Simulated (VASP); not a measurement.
NbGa2, 3 atoms in the cell. Symmetry: P6/mmm, No. 191, hexagonal system. The conventional cell has a = 4.199 Å, b = 4.199 Å, c = 4.019 Å, α = 90.00°, β = 90.00°, γ = 120.00°. Nb (site symmetry 6/mmm) has 12 Ga at 3.15 Å as nearest neighbours. Ga (site symmetry -6m2) is surrounded by 3 Ga at 2.42 Å. The cell was built by a generator and needn't be a form met in nature.

- Program: VASP 6.6.1
- Task: single point
- Functional: r2SCAN
- Potentials or basis: VASP PAW PBE potentials, release 64 (Nb_sv, Ga_d)
- Cutoff: 520 eV
- k mesh: 9 × 9 × 8
- Occupations: fermi-dirac, width 0.1 eV
- Spin: no spin polarisation
- Dipole correction: no
- Further INCAR settings: ALGO = Normal; EDIFF = 1e-06; NBANDS = 26

Potentials or basis: VASP PAW PBE potentials, release 64 (Nb_sv, Ga_d).

Run with:

```sh
$ cat potpaw_PBE.64/Nb_sv/POTCAR potpaw_PBE.64/Ga_d/POTCAR > POTCAR
$ cp INCAR.step1 INCAR
$ mpirun -np 1 vasp_std > vasp.out
$ cp INCAR.step2 INCAR
$ mpirun -np 1 vasp_std > vasp.out
```

Hardware: 1 thread of Intel(R) Xeon(R) 6975P-C (Granite Rapids), with other jobs on the host.

Problem. Estimate the wall time of this run.

Solution. Run time: 4.6 min on 1 thread of Intel(R) Xeon(R) 6975P-C (Granite Rapids) (shared host), peak memory 0.32 GiB. Counts: scf iterations 10, k points 125.
